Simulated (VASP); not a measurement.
Take TlCl (CsCl type), without spin-orbit terms, in VASP with PAW potentials, and its band gap.

Question: One run gives 3.63 eV. Which level is it?
(A) LDA (own cell)
(B) PBE (own cell)
(C) PBEsol (own cell)
(D) PBE0 (PBE cell)

Answer: D, PBE0 (PBE cell).  The others give 1.80 (PBEsol (own cell)), 1.55 (LDA (own cell)), 2.20 (PBE (own cell)).

Only levels that ran to the end are used. Left out are those held back, those with too coarse a band path, GW runs whose mesh misses a band edge, hybrids' fits of cells that aren't cubic and levels without matching references; a question may draw on a part of the rest.

The compound is TlCl in the CsCl type structure.
